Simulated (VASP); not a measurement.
Level of theory: PBE GGA, VASP's PBE PAW potentials (set 64) (plane waves; VASP).

The input files of a VASP run:

**INCAR**
```
ALGO = Fast
EDIFF = 1E-6
ENCUT = 400
GGA = PE
ISMEAR = 0
LASPH = T
LCHARG = F
LMAXMIX = 4
LORBIT = 11
LREAL = Auto
LVHAR = T
LWAVE = F
NELM = 100
NELMIN = 4
PREC = Normal
SIGMA = 0.05
SYSTEM = Zn36O36
```

### POSCAR
```
Zn36O36
9.8646430
  0.4999999179  -0.8660253994   0.0000000000
  0.4999999179   0.8660253994   0.0000000000
  0.0000000000   0.0000000000   1.0730013642
Zn O
36 36
Direct
  0.2222220000   0.1111110000   0.2507275063
  0.1111110000   0.2222220000   0.0007275063
  0.2222220000   0.1111110000   0.7507275063
  0.1111110000   0.2222220000   0.5007275063
  0.2222220000   0.4444440000   0.2507275063
  0.1111110000   0.5555560000   0.0007275063
  0.2222220000   0.4444440000   0.7507275063
  0.1111110000   0.5555560000   0.5007275063
  0.2222220000   0.7777780000   0.2507275063
  0.1111110000   0.8888890000   0.0007275063
  0.2222220000   0.7777780000   0.7507275063
  0.1111110000   0.8888890000   0.5007275063
  0.5555560000   0.1111110000   0.2507275063
  0.4444440000   0.2222220000   0.0007275063
  0.5555560000   0.1111110000   0.7507275063
  0.4444440000   0.2222220000   0.5007275063
  0.5555560000   0.4444440000   0.2507275063
  0.4444440000   0.5555560000   0.0007275063
  0.5555560000   0.4444440000   0.7507275063
  0.4444440000   0.5555560000   0.5007275063
  0.5555560000   0.7777780000   0.2507275063
  0.4444440000   0.8888890000   0.0007275063
  0.5555560000   0.7777780000   0.7507275063
  0.4444440000   0.8888890000   0.5007275063
  0.8888890000   0.1111110000   0.2507275063
  0.7777780000   0.2222220000   0.0007275063
  0.8888890000   0.1111110000   0.7507275063
  0.7777780000   0.2222220000   0.5007275063
  0.8888890000   0.4444440000   0.2507275063
  0.7777780000   0.5555560000   0.0007275063
  0.8888890000   0.4444440000   0.7507275063
  0.7777780000   0.5555560000   0.5007275063
  0.8888890000   0.7777780000   0.2507275063
  0.7777780000   0.8888890000   0.0007275063
  0.8888890000   0.7777780000   0.7507275063
  0.7777780000   0.8888890000   0.5007275063
  0.2222220000   0.1111110000   0.4402724937
  0.1111110000   0.2222220000   0.1902724937
  0.2222220000   0.1111110000   0.9402724937
  0.1111110000   0.2222220000   0.6902724937
  0.2222220000   0.4444440000   0.4402724937
  0.1111110000   0.5555560000   0.1902724937
  0.2222220000   0.4444440000   0.9402724937
  0.1111110000   0.5555560000   0.6902724937
  0.2222220000   0.7777780000   0.4402724937
  0.1111110000   0.8888890000   0.1902724937
  0.2222220000   0.7777780000   0.9402724937
  0.1111110000   0.8888890000   0.6902724937
  0.5555560000   0.1111110000   0.4402724937
  0.4444440000   0.2222220000   0.1902724937
  0.5555560000   0.1111110000   0.9402724937
  0.4444440000   0.2222220000   0.6902724937
  0.5555560000   0.4444440000   0.4402724937
  0.4444440000   0.5555560000   0.1902724937
  0.5555560000   0.4444440000   0.9402724937
  0.4444440000   0.5555560000   0.6902724937
  0.5555560000   0.7777780000   0.4402724937
  0.4444440000   0.8888890000   0.1902724937
  0.5555560000   0.7777780000   0.9402724937
  0.4444440000   0.8888890000   0.6902724937
  0.8888890000   0.1111110000   0.4402724937
  0.7777780000   0.2222220000   0.1902724937
  0.8888890000   0.1111110000   0.9402724937
  0.7777780000   0.2222220000   0.6902724937
  0.8888890000   0.4444440000   0.4402724937
  0.7777780000   0.5555560000   0.1902724937
  0.8888890000   0.4444440000   0.9402724937
  0.7777780000   0.5555560000   0.6902724937
  0.8888890000   0.7777780000   0.4402724937
  0.7777780000   0.8888890000   0.1902724937
  0.8888890000   0.7777780000   0.9402724937
  0.7777780000   0.8888890000   0.6902724937
```

### KPOINTS
```
Regular mesh
0
G
  1 1 1
```

POTCAR, in this order: Zn O (PBE.64 set). Program: vasp_gam. Read from the step before: WAVECAR.

Output

### OSZICAR
```
       N       E                     dE             d eps       ncg     rms          rms(c)
DAV:   1    -0.319926457625E+03   -0.31993E+03   -0.12910E-05   880   0.113E-02    0.201E-02
RMM:   2    -0.319926457175E+03    0.44964E-06   -0.21073E-06   572   0.395E-03    0.198E-02
RMM:   3    -0.319926457226E+03   -0.51194E-07   -0.36173E-07   548   0.151E-03    0.198E-02
RMM:   4    -0.319926457207E+03    0.19485E-07   -0.80966E-08   430   0.690E-04
   1 F= -.31992646E+03 E0= -.31992646E+03  d E =-.168337E-10
```

### OUTCAR
```
------------------------ aborting loop because EDIFF is reached ----------------------------------------
  FORCE on cell =-STRESS in cart. coord.  units (eV):
  Direction    XX          YY          ZZ          XY          YZ          ZX
  --------------------------------------------------------------------------------------
  Total      -21.6443787    -21.6443856    -25.2988092      0.0000000      0.0000000      0.0000000
  in kB      -38.8759268    -38.8759392    -45.4397268      0.0000000      0.0000000      0.0000000
  external PRESSURE =     -41.0638643 kB  Pullay stress =       0.0000000 kB
  volume of cell :      892.02
      direct lattice vectors                 reciprocal lattice vectors
     4.932320690 -8.543031394  0.000000000     0.101372160 -0.058527234  0.000000000
     4.932320690  8.543031394  0.000000000     0.101372160  0.058527234  0.000000000
     0.000000000  0.000000000 10.584775396     0.000000000  0.000000000  0.094475316
  FREE ENERGIE OF THE ION-ELECTRON SYSTEM (eV)
  ---------------------------------------------------
  free  energy   TOTEN  =      -319.9264572068 eV

  energy  without entropy=     -319.9264572068  energy(sigma->0) =     -319.92645721

 total charge

# of ion       s       p       d       tot
------------------------------------------
    1        0.441   0.456   9.893  10.789
    2        0.441   0.456   9.893  10.789
    3        0.441   0.456   9.893  10.789
    4        0.441   0.456   9.893  10.789
    5        0.441   0.456   9.893  10.789
    6        0.441   0.456   9.893  10.789
    7        0.441   0.456   9.893  10.789
    8        0.441   0.456   9.893  10.789
    9        0.441   0.456   9.893  10.789
   10        0.441   0.456   9.893  10.789
   11        0.441   0.456   9.893  10.789
   12        0.441   0.456   9.893  10.789
   13        0.441   0.456   9.893  10.789
   14        0.441   0.456   9.893  10.789
   15        0.441   0.456   9.893  10.789
   16        0.441   0.456   9.893  10.789
   17        0.441   0.456   9.893  10.789
   18        0.441   0.456   9.893  10.789
   19        0.441   0.456   9.893  10.789
   20        0.441   0.456   9.893  10.789
   21        0.441   0.456   9.893  10.789
   22        0.441   0.456   9.893  10.789
   23        0.441   0.456   9.893  10.789
   24        0.441   0.456   9.893  10.789
   25        0.441   0.456   9.893  10.789
   26        0.441   0.456   9.893  10.789
   27        0.441   0.456   9.893  10.789
   28        0.441   0.456   9.893  10.789
   29        0.441   0.456   9.893  10.789
   30        0.441   0.456   9.893  10.789
   31        0.441   0.456   9.893  10.789
   32        0.441   0.456   9.893  10.789
   33        0.441   0.456   9.893  10.789
   34        0.441   0.456   9.893  10.789
   35        0.441   0.456   9.893  10.789
   36        0.441   0.456   9.893  10.789
   37        1.570   3.462   0.000   5.032
   38        1.570   3.462   0.000   5.032
   39        1.570   3.462   0.000   5.032
   40        1.570   3.462   0.000   5.032
   41        1.570   3.462   0.000   5.032
   42        1.570   3.462   0.000   5.032
   43        1.570   3.462   0.000   5.032
   44        1.570   3.462   0.000   5.032
   45        1.570   3.462   0.000   5.032
   46        1.570   3.462   0.000   5.032
   47        1.570   3.462   0.000   5.032
   48        1.570   3.462   0.000   5.032
   49        1.570   3.462   0.000   5.032
   50        1.570   3.462   0.000   5.032
   51        1.570   3.462   0.000   5.032
   52        1.570   3.462   0.000   5.032
   53        1.570   3.462   0.000   5.032
   54        1.570   3.462   0.000   5.032
   55        1.570   3.462   0.000   5.032
   56        1.570   3.462   0.000   5.032
   57        1.570   3.462   0.000   5.032
   58        1.570   3.462   0.000   5.032
   59        1.570   3.462   0.000   5.032
   60        1.570   3.462   0.000   5.032
   61        1.570   3.462   0.000   5.032
   62        1.570   3.462   0.000   5.032
   63        1.570   3.462   0.000   5.032
   64        1.570   3.462   0.000   5.032
   65        1.570   3.462   0.000   5.032
   66        1.570   3.462   0.000   5.032
   67        1.570   3.462   0.000   5.032
   68        1.570   3.462   0.000   5.032
   69        1.570   3.462   0.000   5.032
   70        1.570   3.462   0.000   5.032
   71        1.570   3.462   0.000   5.032
   72        1.570   3.462   0.000   5.032
--------------------------------------------------
tot         72.391 141.047 356.133 569.571
```
(Selected blocks of OUTCAR.)

**OUTCAR**
```
 val. band max:        0.9005563529   @ k =   0.0000   0.0000   0.0000

 cond. band min:       1.5914075421   @ k =   0.0000   0.0000   0.0000


 Fermi energy:         1.1342456361

 k-point     1 :       0.0000    0.0000    0.0000
  band No.  band energies     occupation
      1     -16.8787      2.00000
      2     -16.5527      2.00000
      3     -16.5526      2.00000
      4     -16.4393      2.00000
      5     -16.4392      2.00000
      6     -16.4392      2.00000
      7     -16.4390      2.00000
      8     -16.4390      2.00000
      9     -16.4389      2.00000
     10     -16.2447      2.00000
     11     -16.2447      2.00000
     12     -16.2446      2.00000
     13     -16.2446      2.00000
     14     -16.2446      2.00000
     15     -16.2446      2.00000
     16     -16.2444      2.00000
     17     -16.2444      2.00000
     18     -16.2444      2.00000
     19     -16.2444      2.00000
     20     -16.2443      2.00000
     21     -16.2443      2.00000
     22     -16.2126      2.00000
     23     -16.0958      2.00000
     24     -16.0958      2.00000
     25     -16.0958      2.00000
     26     -16.0958      2.00000
     27     -16.0857      2.00000
     28     -16.0857      2.00000
     29     -16.0856      2.00000
     30     -16.0856      2.00000
     31     -16.0576      2.00000
     32     -16.0576      2.00000
     33     -16.0575      2.00000
     34     -16.0574      2.00000
     35     -16.0573      2.00000
     36     -16.0573      2.00000
     37      -4.9698      2.00000
     38      -4.9698      2.00000
     39      -4.9697      2.00000
     40      -4.9697      2.00000
     41      -4.9696      2.00000
     42      -4.9696      2.00000
     43      -4.9696      2.00000
     44      -4.9696      2.00000
     45      -4.9695      2.00000
     46      -4.9695      2.00000
     47      -4.9695      2.00000
     48      -4.9695      2.00000
     49      -4.8919      2.00000
     50      -4.8919      2.00000
     51      -4.8917      2.00000
...
```

At this cut-off the stress carries a Pulay error, which pulls relaxed volumes low. The supercell is sampled at Γ alone, which is coarse: total energies, pressure and levels can be off, energies of defects by several tenths of an eV.

The cell is a supercell, built from ZnO (wurtzite).
